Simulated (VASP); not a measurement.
A convergence study with VASP on BaTiO3 (cubic perovskite): one setting is varied, all else stays as given below, so the limit is that of these other settings.

```
CELL_PARAMETERS angstrom
      4.00000     0.00000     0.00000
      0.00000     4.00000     0.00000
      0.00000     0.00000     4.00000
ATOMIC_POSITIONS crystal
  Ba 0.00000 0.00000 0.00000
  Ti 0.50000 0.50000 0.50000
  O  0.50000 0.00000 0.50000
  O  0.00000 0.50000 0.50000
  O  0.50000 0.50000 0.00000
```

Computed with PBE GGA, VASP's PBE PAW potentials (set 64) (plane waves; VASP). The tightest run used: 700 eV cut-off, 14×14×14 Γ-centred mesh, Gaussian smearing of 0.050 eV, potentials Ba_sv Ti_sv O.

Unless said otherwise, spin-orbit coupling is left out, though it shifts the bands of the heavy elements here. Gaps are read on the run's mesh, which can miss a band edge.

The settings run are 2×2×2 mesh; 3×3×3 mesh; 4×4×4 mesh; 5×5×5 mesh; 6×6×6 mesh; 7×7×7 mesh; 8×8×8 mesh; 9×9×9 mesh; 10×10×10 mesh; 11×11×11 mesh; 12×12×12 mesh; 13×13×13 mesh; 14×14×14 mesh. From which on does the energy per atom stay within 0.005 eV/atom of the tightest run?

From 4×4×4 mesh on: it is off by 0.0034 there and by no more than 0.005 in any finer run, while 3×3×3 mesh is off by 0.0202.
| setting | E (eV/atom) | pressure (GPa) | gap on the mesh (eV) | irreducible k-points | difference judged (eV/atom) |
|---|---|---|---|---|---|
| 2×2×2 mesh | -7.8383 | 6.57 | 1.360 | 4 | 0.1578 |
| 3×3×3 mesh | -7.9759 | 4.31 | 1.815 | 4 | 0.0202 |
| 4×4×4 mesh | -7.9927 | 4.08 | 1.731 | 10 | 0.0034 |
| 5×5×5 mesh | -7.9955 | 4.06 | 1.861 | 10 | 0.0007 |
| 6×6×6 mesh | -7.9960 | 4.05 | 1.748 | 20 | 0.0001 |
| 7×7×7 mesh | -7.9961 | 4.02 | 1.811 | 20 | 0.0001 |
| 8×8×8 mesh | -7.9961 | 4.02 | 1.750 | 35 | 0.0000 |
| 9×9×9 mesh | -7.9961 | 4.05 | 1.787 | 35 | 0.0000 |
| 10×10×10 mesh | -7.9961 | 4.02 | 1.750 | 56 | 0.0000 |
| 11×11×11 mesh | -7.9961 | 4.05 | 1.774 | 56 | 0.0000 |
| 12×12×12 mesh | -7.9961 | 4.04 | 1.750 | 84 | 0.0000 |
| 13×13×13 mesh | -7.9961 | 4.02 | 1.768 | 84 | 0.0000 |
| 14×14×14 mesh | -7.9961 | 4.02 | 1.750 | 120 | 0.0000 |

Left out are rungs that failed or repeat a setting and relaxations that didn't move; long series are thinned to 24 rows.

The compound is BaTiO3 in the cubic perovskite structure, the ideal cubic form; the compound distorts at low or room temperature. The cell was not relaxed at this level.
